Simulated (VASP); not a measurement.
All values below come from PBE GGA, VASP's PBE PAW potentials (set 64) (plane waves; VASP).

The input files of a VASP run:

File POSCAR:
```
MgSe
1.0
  0.0000000000   2.7521041348   2.7521041348
  2.7521041348   0.0000000000   2.7521041348
  2.7521041348   2.7521041348   0.0000000000
Mg Se
1 1
Cartesian
  0.0000000000   0.0000000000   0.0000000000
  2.7521041348   2.7521041348   2.7521041348
```

**INCAR**
```
! general
SYSTEM =MgSe
PREC   =Accurate
ENCUT  =520
LREAL  =.FALSE.
LASPH  =.TRUE.

! electronic loop
EDIFF  =1E-6
NELM   =100
ALGO   =Normal
LMAXMIX=4

! smearing
ISMEAR =0
SIGMA  =0.05

! functional
GGA    =PE

! output
LWAVE  =.FALSE.
LCHARG =.TRUE.
```

KPOINTS:
```
Automatic
0
gamma
  8 8 8
```

POTCAR, in this order: Mg Se (PBE.64 set). Program: vasp_std.

Q: Estimate the energy per atom (σ→0), band gap (on the k-mesh).

A: 
```json
{
  "energy per atom (σ→0)": "-3.745 eV/atom",
  "band gap (on the k-mesh)": "1.75 eV"
}
```

### OSZICAR
```
...
DAV:   6    -0.753489754309E+01    0.26711E+00   -0.57043E-01   520   0.351E+00    0.186E+00
DAV:   7    -0.749102570921E+01    0.43872E-01   -0.23402E-01   592   0.241E+00    0.930E-01
DAV:   8    -0.749044927055E+01    0.57644E-03   -0.96373E-03   520   0.717E-01    0.206E-01
DAV:   9    -0.749041228235E+01    0.36988E-04   -0.13044E-04   640   0.858E-02    0.124E-01
DAV:  10    -0.749043272239E+01   -0.20440E-04   -0.17621E-04   552   0.744E-02    0.277E-02
DAV:  11    -0.749042713562E+01    0.55868E-05   -0.23703E-05   512   0.240E-02    0.103E-02
DAV:  12    -0.749042722523E+01   -0.89603E-07   -0.20758E-06   400   0.857E-03
   1 F= -.74904272E+01 E0= -.74904272E+01  d E =-.952491E-11
```

The compound is MgSe in the rock salt structure. It was relaxed first.
